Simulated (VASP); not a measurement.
Input for VASP

### INCAR
```
LDAUTYPE=2   ! Dudarev
ISIF=2   ! forces and stress, cell fixed
LDAU=.True.
PREC=Accurate
LWAVE=.False.
LDAUL=-1 2
LMAXMIX=4   ! l cut-off of mixed one-centre charges
NELM=100   ! most electronic steps
LDAUPRINT=1
LASPH=.True.   ! aspherical one-centre terms
ISMEAR=1   ! Methfessel-Paxton
SIGMA=0.1   ! width (eV)
EDIFF=1E-6
GGA=PE   ! PBE
LORBIT=10
LDAUU=0 3.0
LDAUJ=0 0
LCHARG=.False.
LREAL=.False.   ! projection in real space or not
ENCUT=400
ALGO=Normal   ! blocked Davidson
SYSTEM=NiSi2
```

### POSCAR
```
NiSi2
5.5007580
  0.0000000000   0.4890656888   0.5000000000
  0.4932765630   0.0000000000   0.5000000000
  0.4932765630   0.4890656888   0.0000000000
Si Ni
2 1
Cartesian
  0.2466382815   0.2445328444   0.2500000000
  0.7399148445   0.7335985331   0.7500000000
  0.0121523614   0.0000000000  -0.0000000000
```

KPOINTS:
```
Regular mesh
0
G
  9 9 9
0 0 0
```

POTCAR, in this order: Si Ni (PBE.64 set). Program: vasp_std.

**Question.** Translate this PBE+U calculation to Quantum ESPRESSO's pw.x.

**Answer.** One equivalent input (not run):
```
&CONTROL
  calculation = 'scf'
  pseudo_dir = './pseudo'
  outdir = './out'
  tprnfor = .true.
  tstress = .true.
/
&SYSTEM
  ibrav = 0
  nat = 3
  ntyp = 2
  ecutwfc = 98
  occupations = 'smearing'
  smearing = 'methfessel-paxton'
  degauss = 0.00735
  input_dft = 'pbe'
/
&ELECTRONS
  conv_thr = 7.3e-08
  electron_maxstep = 100
/
ATOMIC_SPECIES
  Si 28.085 Si.upf
  Ni 58.693 Ni.upf
CELL_PARAMETERS angstrom
     0.0000000    2.6902320    2.7503790
     2.7133950    0.0000000    2.7503790
     2.7133950    2.6902320    0.0000000
ATOMIC_POSITIONS crystal
  Si   0.2500000  0.2500000  0.2500000
  Si   0.7500000  0.7500000  0.7500000
  Ni  -0.0123180  0.0123180  0.0123180
K_POINTS automatic
  9 9 9 0 0 0
HUBBARD {ortho-atomic}
U Ni-3d 3
```
Limits of the translation: the potentials are each code's own (VASP's PAW set, PseudoDojo norm-conserving files in pw.x), so ENCUT and ecutwfc are chosen apart and not converted; conv_thr bounds pw.x's estimated SCF error, while EDIFF bounds the energy change between steps; the +U projectors differ (PAW spheres against orthogonalised atomic orbitals), so the same U acts differently.

The compound is NiSi2 in the fluorite structure. The cell was not relaxed at this level, atoms are displaced from their ideal sites. The run is one of a series of settings (LDAU = .TRUE., LDAUJ = 0 0, LDAUL = -1 2, LDAUTYPE = 2, LDAUU = 0 3.0 against the base run), some of them coarse on purpose.
